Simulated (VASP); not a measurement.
Output of a VASP run:

File OSZICAR:
```
       N       E                     dE             d eps       ncg     rms          rms(c)
DAV:   1     0.575150649926E+02    0.57515E+02   -0.85540E+03   720   0.139E+03
DAV:   2    -0.305541449291E+02   -0.88069E+02   -0.82562E+02  1048   0.262E+02
DAV:   3    -0.345784637682E+02   -0.40243E+01   -0.40080E+01   944   0.588E+01
DAV:   4    -0.346104302952E+02   -0.31967E-01   -0.31957E-01   816   0.607E+00
DAV:   5    -0.346108600905E+02   -0.42980E-03   -0.42977E-03   932   0.702E-01    0.127E+01
DAV:   6    -0.295869353299E+02    0.50239E+01   -0.16781E+01   876   0.343E+01    0.440E+00
DAV:   7    -0.295859749103E+02    0.96042E-03   -0.76315E-01   812   0.754E+00    0.300E+00
DAV:   8    -0.295780290447E+02    0.79459E-02   -0.74895E-02   812   0.305E+00    0.451E-01
DAV:   9    -0.295735867058E+02    0.44423E-02   -0.18462E-02   932   0.105E+00    0.234E-01
DAV:  10    -0.295740986498E+02   -0.51194E-03   -0.23554E-03   856   0.406E-01    0.144E-01
DAV:  11    -0.295739967179E+02    0.10193E-03   -0.33751E-04   828   0.155E-01    0.294E-02
DAV:  12    -0.295739989698E+02   -0.22520E-05   -0.88902E-06   832   0.332E-02    0.665E-03
DAV:  13    -0.295739986873E+02    0.28253E-06   -0.65747E-06   832   0.217E-02
   1 F= -.24711364E+02 E0= -.24711364E+02  d E =-.247114E+02
```

**OUTCAR**
```
------------------------ aborting loop because EDIFF is reached ----------------------------------------
  FORCE on cell =-STRESS in cart. coord.  units (eV):
  Direction    XX          YY          ZZ          XY          YZ          ZX
  --------------------------------------------------------------------------------------
  Total        4.8677488      4.8677488      4.8641648      0.0000000      0.0000000      0.0000000
  in kB      200.2103403    200.2103391    200.0629305      0.0000000      0.0000000      0.0000000
  external PRESSURE =       0.1612033 kB  Pullay stress =     200.0000000 kB
  volume of cell :       38.95
      direct lattice vectors                 reciprocal lattice vectors
     1.522793615 -2.637555902  0.000000000     0.328343904 -0.189569442  0.000000000
     1.522793615  2.637555902  0.000000000     0.328343904  0.189569442  0.000000000
     0.000000000  0.000000000  4.849305267     0.000000000  0.000000000  0.206215106
  FREE ENERGIE OF THE ION-ELECTRON SYSTEM (eV)
  ---------------------------------------------------
  free  energy   TOTEN  =       -29.5739986873 eV

  energy  without entropy=      -29.5739986873  energy(sigma->0) =      -29.57399869
  enthalpy is  TOTEN    =       -24.7113638938 eV   P V=        4.8626347935

 reached required accuracy - stopping structural energy minimisation
```
(Selected blocks of OUTCAR.)

File POSCAR:
```
AlN
1
    1.5227936147    -2.6375559022    -0.0000000000
    1.5227936147     2.6375559022     0.0000000000
    0.0000000000    -0.0000000000     4.8493052669
Al N
2 2
Direct
  0.6666670000   0.3333330000   0.4992307257
  0.3333330000   0.6666670000   0.9992307257
  0.6666670000   0.3333330000   0.8827692743
  0.3333330000   0.6666670000   0.3827692743
```

Problem. Reconstruct the remaining input files.

Solution. One answer among several that fit: the input of the run itself, PBE GGA, plane waves, VASP's PBE PAW potentials (set 64).

INCAR:
```
# general
SYSTEM   =  AlN
PREC     =  Accurate
ENCUT    =  620   # plane-wave cut-off (eV)
LREAL    =  F
LASPH    =  T   # aspherical one-centre terms

# electronic loop
EDIFF    =  1E-6   # SCF stop (eV)
NELM     =  100   # most electronic steps
ALGO     =  Normal

# smearing
ISMEAR   =  0   # Gaussian
SIGMA    =  0.05

# functional
GGA      =  PE   # PBE

# ions
IBRION   =  2
NSW      =  40   # most ionic steps
ISIF     =  3   # ions, shape and volume
EDIFFG   =  -0.02   # ionic stop
PSTRESS  =  200

# output
LWAVE    =  F
LCHARG   =  F
```

**KPOINTS**
```
K-points
0
gamma
  8 8 5
0 0 0
```

POTCAR, in this order: Al N (PBE.64 set). Program: vasp_std.

The compound is AlN in the wurtzite structure. It was relaxed first under an external pressure of 20 GPa.
